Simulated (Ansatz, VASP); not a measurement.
# Cross-check of P between VASP and Ansatz

Wanted: the spread between two codes on one cell, functional and k mesh.

Method: plane waves, with VASP 6.6.1 beside it; band structure at HSE03, in Ansatz 0.2.0.

### Step 1. The structure

It takes space group Cmce (No. 64, orthorhombic). Conventional cell: a = 3.316 Å, b = 10.484 Å, c = 4.379 Å, α = 90.00°, β = 90.00°, γ = 90.00°. Nearest to P lie 3 P at 2.22 to 2.24 Å.

As a file:

```
P
1.0
     1.65820   -5.24200    0.00000
     1.65820    5.24200    0.00000
     0.00000    0.00000    4.37930
P
4
Cartesian
  1.6582 -4.1766 0.3533
  1.6582 -1.0654 2.5430
  1.6582 4.1766 4.0260
  1.6582 1.0654 1.8363
```

### Step 2. VASP: band structure, HSE03

The same path points are solved in both programs, so levels can be compared one by one.

Lines of VASP's logs that name or quote its potential files are left out, and so is its time.

The run reads the wave functions of an earlier VASP run, which isn't shown here.

INCAR reads:

```
SYSTEM = P
PREC = Accurate
ENCUT = 400
EDIFF = 1E-06
NELM = 100
ISMEAR = 0
SIGMA = 0.02
LREAL = .FALSE.
ALGO = Normal
LHFCALC = .TRUE.
AEXX = 0.25
GGA = PE
HFSCREEN = 0.3
LASPH = .TRUE.
NBANDS = 16
PRECFOCK = Fast
LORBIT = 11
LWAVE = .FALSE.
LCHARG = .FALSE.
KPAR = 4
```

POSCAR reads:

```
P
1.0
    1.6582000000     -5.2420000000      0.0000000000
    1.6582000000      5.2420000000      0.0000000000
    0.0000000000      0.0000000000      4.3793000000
P
4
Direct
    0.8983800000      0.1016200000      0.0806800000
    0.6016200000      0.3983800000      0.5806800000
    0.1016200000      0.8983800000      0.9193200000
    0.3983800000      0.6016200000      0.4193200000
```

KPOINTS reads:

```
Automatic mesh
0
Gamma
4 4 3
0 0 0
```

KPOINTS_OPT reads:

```
Line mode
6
Line-mode
Reciprocal
  0.00000000   0.00000000   0.00000000 GAMMA
  0.27501611   0.27501611   0.00000000 X

  0.27501611   0.27501611   0.00000000 X
  0.00000000   0.50000000   0.00000000 S

  0.00000000   0.50000000   0.00000000 S
  0.00000000   0.50000000   0.50000000 R

  0.00000000   0.50000000   0.50000000 R
  0.27501611   0.27501611   0.50000000 A

  0.27501611   0.27501611   0.50000000 A
  0.00000000   0.00000000   0.50000000 Z

  0.00000000   0.00000000   0.50000000 Z
  0.00000000   0.00000000   0.00000000 GAMMA

  0.00000000   0.00000000   0.00000000 GAMMA
 -0.50000000   0.50000000   0.00000000 Y

 -0.50000000   0.50000000   0.00000000 Y
 -0.27501611   0.72498389   0.00000000 X1

 -0.27501611   0.72498389   0.00000000 X1
 -0.27501611   0.72498389   0.50000000 A1

 -0.27501611   0.72498389   0.50000000 A1
 -0.50000000   0.50000000   0.50000000 T

 -0.50000000   0.50000000   0.50000000 T
 -0.50000000   0.50000000   0.00000000 Y

  0.00000000   0.00000000   0.50000000 Z
 -0.50000000   0.50000000   0.50000000 T
```

Potentials, in the order of the species: P (PBE family, release 64).

Command:

```console
$ mpirun -np 8 vasp_std
```

Numbers of over 12 decimals in the logs are rounded to 6 here.

What it wrote:

```text
[banner, memory and clock lines left out]
running    8 mpi-ranks, on    1 nodes
 distrk:  each k-point on    2 cores,    4 groups
 distr:  one band on    1 cores,    2 groups

 POSCAR found type information on POSCAR P
 POSCAR found :  1 types and       4 ions
|                                                                             |
|           W    W    AA    RRRRR   N    N  II  N    N   GGGG   !!!           |
|           W    W   A  A   R    R  NN   N  II  NN   N  G    G  !!!           |
|           W    W  A    A  R    R  N N  N  II  N N  N  G       !!!           |
|           W WW W  AAAAAA  RRRRR   N  N N  II  N  N N  G  GGG   !            |
|           WW  WW  A    A  R   R   N   NN  II  N   NN  G    G                |
|           W    W  A    A  R    R  N    N  II  N    N   GGGG   !!!           |
|                                                                             |
|     For optimal performance we recommend to set                             |
|       NCORE = 2 up to number-of-cores-per-socket                            |
|     NCORE specifies how many cores store one orbital (NPAR=cpu/NCORE).      |
|     This setting can greatly improve the performance of VASP for DFT.       |
|     The default, NCORE=1 might be grossly inefficient on modern             |
|     multi-core architectures or massively parallel machines. Do your        |
|     Unfortunately you need to use the default for GW and RPA                |
|     calculations (for HF NCORE is supported but not extensively tested      |
|     yet).                                                                   |
|                                                                             |

 LDA part: xc-table for (Slater+PW92), standard interpolation
 found WAVECAR, reading the header
 POSCAR, INCAR and KPOINTS ok, starting setup
 FFT: planning ... GRIDC
 FFT: planning ... GRID_SOFT
 FFT: planning ... GRID
 reading WAVECAR
 the WAVECAR file was read successfully
 initial charge from wavefunction
 entering main loop
       N       E                     dE             d eps       ncg     rms          rms(c)
DAV:   1    -0.247977061598E+02   -0.24798E+02   -0.53795E-01   464   0.448E+00    0.239E+00
DAV:   2    -0.248042819011E+02   -0.65757E-02   -0.25469E-02   624   0.909E-01    0.154E+00
DAV:   3    -0.248035139713E+02    0.76793E-03   -0.19346E-03   576   0.242E-01    0.899E-01
DAV:   4    -0.248030250917E+02    0.48888E-03   -0.52227E-04   552   0.131E-01    0.494E-01
DAV:   5    -0.248028810955E+02    0.14400E-03   -0.12797E-04   560   0.644E-02    0.276E-01
DAV:   6    -0.248028365579E+02    0.44538E-04   -0.29623E-05   576   0.327E-02    0.153E-01
DAV:   7    -0.248028230600E+02    0.13498E-04   -0.92425E-06   560   0.185E-02    0.837E-02
DAV:   8    -0.248028191436E+02    0.39164E-05   -0.25740E-06   416   0.101E-02    0.466E-02
DAV:   9    -0.248028180625E+02    0.10812E-05   -0.90254E-07   336   0.627E-03    0.259E-02
DAV:  10    -0.248028177933E+02    0.26921E-06   -0.31061E-07   320   0.374E-03
   1 F= -.24802818E+02 E0= -.24802818E+02  d E =-.197536E-06
 Start KPOINTS_OPT (optional k-point list driver)
k-point batch [1-14\72]
       N       E                     dE             ncg
DAV:   1     0.792504844766E+03   -0.57262E+04      448
DAV:   2    -0.200872783833E+03   -0.99338E+03      616
DAV:   3    -0.300320914150E+03   -0.99448E+02      536
DAV:   4    -0.301881595215E+03   -0.15607E+01      576
DAV:   5    -0.301904083577E+03   -0.22488E-01      568
DAV:   6    -0.301904496511E+03   -0.41293E-03      560
DAV:   7    -0.301904506993E+03   -0.10482E-04      560
DAV:   8    -0.301904507303E+03   -0.30990E-06      432
[...]
k-point batch [71-72\72]
       N       E                     dE             ncg
DAV:   1     0.467726493236E+04   -0.74227E+03       64
DAV:   2     0.453648701209E+04   -0.14078E+03       80
DAV:   3     0.452165285435E+04   -0.14834E+02       80
DAV:   4     0.452125522024E+04   -0.39763E+00       80
DAV:   5     0.452124847861E+04   -0.67416E-02       80
DAV:   6     0.452124834294E+04   -0.13566E-03       80
DAV:   7     0.452124833928E+04   -0.36661E-05       72
DAV:   8     0.452124833917E+04   -0.11103E-06       56
```

Parts of OUTCAR (step 2):

```text
ion  position               nearest neighbor table
   1  0.898  0.102  0.081-   4 2.22   4 2.22   3 2.24
   2  0.602  0.398  0.581-   3 2.22   3 2.22   4 2.24
   3  0.102  0.898  0.919-   2 2.22   2 2.22   1 2.24
   4  0.398  0.602  0.419-   1 2.22   1 2.22   2 2.24

  LATTYP: Found a base centered orthorhombic cell.
 ALAT       =     3.3164000000
 B/A-ratio  =     3.1612591967
 C/A-ratio  =     1.3204981305

 Subroutine GETGRP returns: Found  8 space group operations
 (whereof  4 operations were pure point group operations)

The static configuration has the point symmetry C_2h.
 The point group associated with its full space group is D_2h.

 Found     14 irreducible k-points:

   k-points           NKPTS =     14   k-points in BZ     NKDIM =     48   number of bands    NBANDS=     16

   dimension x,y,z NGX =    36 NGY =   36 NGZ =   30
   dimension x,y,z NGXF=    72 NGYF=   72 NGZF=   60

   ENCUT  =  400.0 eV  29.40 Ry    5.42 a.u.   8.97  8.97  7.14*2*pi/ulx,y,z

   NELECT =      20.0000    total number of electrons

 k-points in reciprocal lattice and weights: Automatic mesh
   0.00000000  0.00000000  0.00000000       0.021
   0.25000000  0.00000000  0.00000000       0.083
   0.50000000  0.00000000  0.00000000       0.042
   0.25000000  0.25000000  0.00000000       0.042
   0.50000000  0.25000000  0.00000000       0.083
  -0.25000000  0.25000000  0.00000000       0.042
   0.50000000  0.50000000  0.00000000       0.021
   0.00000000  0.00000000  0.33333333       0.042
   0.25000000  0.00000000  0.33333333       0.167
[...]
-0.25000000  0.25000000  0.33333333       0.083
   0.50000000  0.50000000  0.33333333       0.042

  exchange ACFDT corr.  =         0.00000000  see jH, gK, PRB 81, 115126

 average (electrostatic) potential at core
       1 -79.7103       2 -79.7103       3 -79.7103       4 -79.7103

 E-fermi :   6.6908

 k-point     1 :       0.0000    0.0000    0.0000
  band No.  band energies     occupation
    ...
      6       1.2648      2.00000
      7       1.9798      2.00000
      8       3.2855      2.00000
      9       3.5849      2.00000
     10       4.8584      2.00000
     11       7.5756      0.00000
     12       8.0098      0.00000
     13       8.8828      0.00000
     14      10.0874      0.00000
     15      12.5771      0.00000
    ...

 k-point     2 :       0.2500    0.0000    0.0000
  band No.  band energies     occupation
    ...
      6       0.1651      2.00000
      7       1.6388      2.00000
      8       2.8270      2.00000
      9       3.5270      2.00000
     10       5.0008      2.00000
     11       7.5211      0.00000
     12       8.6143      0.00000
     13       9.3628      0.00000
     14       9.7580      0.00000
     15      10.7780      0.00000
    ...

 k-point     3 :       0.5000    0.0000    0.0000
  band No.  band energies     occupation
    ...
      6       0.6262      2.00000
      7       2.7061      2.00000
      8       2.7061      2.00000
      9       3.4843      2.00000
     10       3.4843      2.00000
     11       7.6334      0.00000
     12       7.6334      0.00000
     13       8.0113      0.00000
     14       8.0113      0.00000
     15      10.3573      0.00000
    ...

  energy-cutoff  :      400.00
  volume of cell :       76.13
      direct lattice vectors                 reciprocal lattice vectors
     1.658200000 -5.242000000  0.000000000     0.301531781 -0.095383441  0.000000000
     1.658200000  5.242000000  0.000000000     0.301531781  0.095383441  0.000000000
     0.000000000  0.000000000  4.379300000     0.000000000  0.000000000  0.228346996

 POSITION                                       TOTAL-FORCE (eV/Angst)
 -----------------------------------------------------------------------------------
      1.65820     -4.17662      0.35332         0.000000     -0.251316      0.221298
      1.65820     -1.06538      2.54297         0.000000      0.251316      0.221298
      1.65820      4.17662      4.02598         0.000000      0.251316     -0.221298
      1.65820      1.06538      1.83633         0.000000     -0.251316     -0.221298
 -----------------------------------------------------------------------------------
    total drift:                                0.000000      0.000004     -0.000000

  FREE ENERGIE OF THE ION-ELECTRON SYSTEM (eV)
  ---------------------------------------------------
  free  energy   TOTEN  =       -24.8028177933 eV

  energy  without entropy=      -24.8028175957  energy(sigma->0) =      -24.80281769

 total charge
# of ion       s       p       d       tot
------------------------------------------
    1        1.078   1.388   0.000   2.466
    2        1.078   1.388   0.000   2.466
    3        1.078   1.388   0.000   2.466
    4        1.078   1.388   0.000   2.466
--------------------------------------------------
tot          4.314   5.551   0.000   9.865

[... 3 further parts left out ...]
```

The k-mesh is coarse for exact exchange; levels may shift by about 0.1 eV on a finer one.

(Part 1 of 2 ends here.)

[Lines on the potential files, build, host, timing and source positions are cut from VASP's logs without a mark.]

[Logs are printed without paths, hosts, clocks, repeated set-up lines and the standing remarks that a program may print on its own settings, such as how far it seeks lower states.]

[Hosts, paths, dates, database ids (printed as entryN), source tags and the programs' standing remarks are cut or masked in the printed files.]
